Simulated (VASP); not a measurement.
OSZICAR of a VASP run on BP (zinc blende):

### OSZICAR
```
       N       E                     dE             d eps       ncg     rms          rms(c)
DAV:   1     0.131175679819E+02    0.13118E+02   -0.41732E+03   896   0.905E+02
DAV:   2    -0.112256433018E+02   -0.24343E+02   -0.24048E+02  1416   0.112E+02
DAV:   3    -0.115026600936E+02   -0.27702E+00   -0.27702E+00  1048   0.158E+01
DAV:   4    -0.115033785281E+02   -0.71843E-03   -0.71843E-03  1432   0.838E-01
DAV:   5    -0.115033788962E+02   -0.36812E-06   -0.36812E-06  1072   0.162E-02    0.628E+00
DAV:   6    -0.109273259799E+02    0.57605E+00   -0.16260E+00  1032   0.702E+00    0.339E+00
DAV:   7    -0.108387278521E+02    0.88598E-01   -0.26146E-01  1360   0.313E+00    0.129E+00
DAV:   8    -0.108319814181E+02    0.67464E-02   -0.38805E-02  1128   0.133E+00    0.281E-01
DAV:   9    -0.108321411322E+02   -0.15971E-03   -0.33473E-04  1224   0.188E-01    0.231E-01
DAV:  10    -0.108322998872E+02   -0.15875E-03   -0.36830E-04   992   0.163E-01    0.370E-02
DAV:  11    -0.108323145973E+02   -0.14710E-04   -0.18915E-05  1232   0.427E-02    0.594E-02
DAV:  12    -0.108323144501E+02    0.14719E-06   -0.81628E-06  1088   0.173E-02    0.253E-02
DAV:  13    -0.108323145619E+02   -0.11181E-06   -0.26514E-07   880   0.442E-03    0.138E-02
DAV:  14    -0.108323146561E+02   -0.94239E-07   -0.12976E-07   480   0.236E-03
   1 F= -.10832315E+02 E0= -.10832315E+02  d E =0.000000E+00
```

Task: Which electronic solver shows in the log?

Result: It is blocked Davidson (ALGO = Normal, or the opening steps of other solvers). The INCAR had ALGO = Normal.

Task: Can the final energy be trusted as converged?

Result: The run converged. It stopped with EDIFF = 1E-7, NELM = 100 (optB88-vdW, plane waves, VASP's PBE PAW potentials (set 64)).

The compound is BP in the zinc blende structure. It was relaxed first.
